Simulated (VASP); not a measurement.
Level of theory: PBE GGA with D3 dispersion (Becke-Johnson damping), VASP's PBE PAW potentials (set 64) (plane waves; VASP 6.6.1).

VASP ran on this input.

### POSCAR
```
InSb
1
    0.0000000000     3.2712328198     3.2712328198
    3.2712328198     0.0000000000     3.2712328198
    3.2712328198     3.2712328198     0.0000000000
In Sb
1 1
Direct
  1.0000000000   0.0000000000   0.0000000000
  0.2500000000   0.2500000000   0.2500000000
```

INCAR:
```
ALGO = Normal
EDIFF = 1E-7
ENCUT = 520
GGA = PE
ISIF = 2
ISMEAR = 1
IVDW = 12
LASPH = T
LCHARG = F
LMAXMIX = 4
LREAL = F
LWAVE = F
NELM = 100
PREC = Accurate
SIGMA = 0.1
SYSTEM = InSb
```

File KPOINTS:
```
K-points
0
Gamma
10 10 10
0 0 0
```

POTCAR, in this order: In_d Sb (PBE.64 set). Program: vasp_std.

What VASP printed:

### OUTCAR
```
 ion  position               nearest neighbor table
   1  0.000  0.000  0.000-   2 2.83   2 2.83   2 2.83   2 2.83
   2  0.250  0.250  0.250-   1 2.83   1 2.83   1 2.83   1 2.83
  LATTYP: Found a face centered cubic cell.
 ALAT       =     6.5424656396
 Subroutine PRICEL returns:
 Original cell was already a primitive cell.
 Subroutine GETGRP returns: Found 24 space group operations
The static configuration has the point symmetry T_d .
The dynamic configuration has the point symmetry T_d .
 Subroutine INISYM returns: Found 24 space group operations
 Subroutine IBZKPT returns following result:
 Found     47 irreducible k-points:

 Following reciprocal coordinates:
            Coordinates               Weight
  0.000000  0.000000  0.000000      1.000000
  0.100000  0.000000  0.000000      8.000000
  0.200000  0.000000  0.000000      8.000000
  0.300000  0.000000  0.000000      8.000000
  0.400000  0.000000  0.000000      8.000000
  0.500000  0.000000  0.000000      4.000000
  0.100000  0.100000  0.000000      6.000000
  0.200000  0.100000  0.000000     24.000000
  0.300000  0.100000  0.000000     24.000000
  0.400000  0.100000  0.000000     24.000000
  0.500000  0.100000  0.000000     24.000000
 -0.400000  0.100000  0.000000     24.000000
 -0.300000  0.100000  0.000000     24.000000
 -0.200000  0.100000  0.000000     24.000000
 -0.100000  0.100000  0.000000     12.000000
  0.200000  0.200000  0.000000      6.000000
  0.300000  0.200000  0.000000     24.000000
  0.400000  0.200000  0.000000     24.000000
  0.500000  0.200000  0.000000     24.000000
 -0.400000  0.200000  0.000000     24.000000
 -0.300000  0.200000  0.000000     24.000000
 -0.200000  0.200000  0.000000     12.000000
  0.300000  0.300000  0.000000      6.000000
  0.400000  0.300000  0.000000     24.000000
...
```

**OSZICAR**
```
       N       E                     dE             d eps       ncg     rms          rms(c)
DAV:   1     0.110044843776E+03    0.11004E+03   -0.79362E+03  1222   0.135E+03
DAV:   2     0.504164608548E+00   -0.10954E+03   -0.10658E+03  1277   0.304E+02
DAV:   3    -0.683749982609E+01   -0.73417E+01   -0.72569E+01  1592   0.855E+01
DAV:   4    -0.703229884600E+01   -0.19480E+00   -0.19470E+00  1499   0.166E+01
DAV:   5    -0.704099777484E+01   -0.86989E-02   -0.86988E-02  1767   0.293E+00    0.398E+00
DAV:   6    -0.694699927289E+01    0.93999E-01   -0.17785E-01  1671   0.716E+00    0.232E+00
DAV:   7    -0.693475476357E+01    0.12245E-01   -0.73098E-02  1575   0.289E+00    0.628E-01
DAV:   8    -0.693579596957E+01   -0.10412E-02   -0.78224E-03  1575   0.119E+00    0.256E-01
DAV:   9    -0.693641046396E+01   -0.61449E-03   -0.88486E-04  1393   0.291E-01    0.799E-02
DAV:  10    -0.693649300128E+01   -0.82537E-04   -0.66247E-05  1525   0.643E-02    0.339E-02
DAV:  11    -0.693653727785E+01   -0.44277E-04   -0.78952E-05  1292   0.673E-02    0.194E-02
DAV:  12    -0.693653811431E+01   -0.83646E-06   -0.11485E-06  1524   0.856E-03    0.500E-03
DAV:  13    -0.693653862212E+01   -0.50781E-06   -0.18067E-06  1327   0.108E-02    0.282E-03
DAV:  14    -0.693653856412E+01    0.58000E-07   -0.32191E-08  1141   0.130E-03
   1 F= -.75794782E+01 E0= -.75795664E+01  d E =0.264760E-03
```

### OUTCAR
```
------------------------ aborting loop because EDIFF is reached ----------------------------------------
 Edisp (eV)   -0.64294
  FORCE on cell =-STRESS in cart. coord.  units (eV):
  Direction    XX          YY          ZZ          XY          YZ          ZX
  --------------------------------------------------------------------------------------
  Total       0.00889     0.00889     0.00889     0.00000     0.00000     0.00000
  in kB       0.20347     0.20347     0.20347     0.00000     0.00000     0.00000
  external pressure =        0.20 kB  Pullay stress =        0.00 kB
  volume of cell :       70.01
      direct lattice vectors                 reciprocal lattice vectors
     0.000000000  3.271232820  3.271232820    -0.152847574  0.152847574  0.152847574
     3.271232820  0.000000000  3.271232820     0.152847574 -0.152847574  0.152847574
     3.271232820  3.271232820  0.000000000     0.152847574  0.152847574 -0.152847574
  FREE ENERGIE OF THE ION-ELECTRON SYSTEM (eV)
  ---------------------------------------------------
  free  energy   TOTEN  =        -7.5794781701 eV

  energy  without entropy=       -7.5797429303  energy(sigma->0) =       -7.57956642
```
(Selected blocks of OUTCAR.)

The compound is InSb in the zinc blende structure. It was relaxed first.
